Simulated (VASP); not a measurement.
VASP runs on Cs (bcc) share one base input (PBE GGA, plane waves, VASP's PBE PAW potentials (set 64)) and change the settings named in each case.

**KPOINTS**
```
Automatic mesh
0
Gamma
8 8 8
0 0 0
```

INCAR:
```
ALGO=Normal
EDIFF=1E-6
ENCUT=400
GGA=PE
ISIF=2
ISMEAR=1
LASPH=.True.
LCHARG=.False.
LMAXMIX=4
LREAL=.False.
LWAVE=.False.
NELM=100
PREC=Accurate
SIGMA=0.1
SYSTEM=Cs
```

POSCAR:
```
Cs
1.0
 -3.0500000000   3.0500000000   3.0500000000
  3.0500000000  -3.0500000000   3.0500000000
  3.0500000000   3.0500000000  -3.0500000000
Cs
1
Direct
  0.0000000000   0.0000000000   0.0000000000
```

POTCAR, in this order: Cs_sv (PBE.64 set). Program: vasp_std.

| change | E(σ→0) (eV/atom) | pressure (GPa) | −TS (eV) | irreducible k-points |
|---|---|---|---|---|
| base run | -0.8430 | 0.06 | -0.0029 | 29 |
| KPOINTS 2×2×2 Monkhorst-Pack mesh | -0.7320 | 0.28 | -0.0187 | 2 |
| KPOINTS 3×3×3 Monkhorst-Pack mesh | -0.9232 | -0.02 | -0.0013 | 4 |
| KPOINTS 8×8×8 Monkhorst-Pack mesh | ___ | ___ | ___ | 26 |
| KPOINTS 9×9×9 Monkhorst-Pack mesh | ___ | ___ | ___ | 35 |

Fill in the missing entries.

- KPOINTS 8×8×8 Monkhorst-Pack mesh, E(σ→0) (eV/atom): -0.8572
- KPOINTS 8×8×8 Monkhorst-Pack mesh, pressure (GPa): 0.04
- KPOINTS 8×8×8 Monkhorst-Pack mesh, −TS (eV): 0.0008
- KPOINTS 9×9×9 Monkhorst-Pack mesh, E(σ→0) (eV/atom): -0.8514
- KPOINTS 9×9×9 Monkhorst-Pack mesh, pressure (GPa): 0.05
- KPOINTS 9×9×9 Monkhorst-Pack mesh, −TS (eV): -0.0011

Unless said otherwise, spin-orbit coupling is left out, though it shifts the bands of the heavy elements here.

Left out are runs that ran out of time, are held back, or changed the cell or the kind of run, fixed moments of cells without a moment, rows past the twelfth, gaps on odd meshes, pressures of charged cells and columns that move by less than the noise.

The compound is Cs in the bcc structure. The cell was not relaxed at this level.
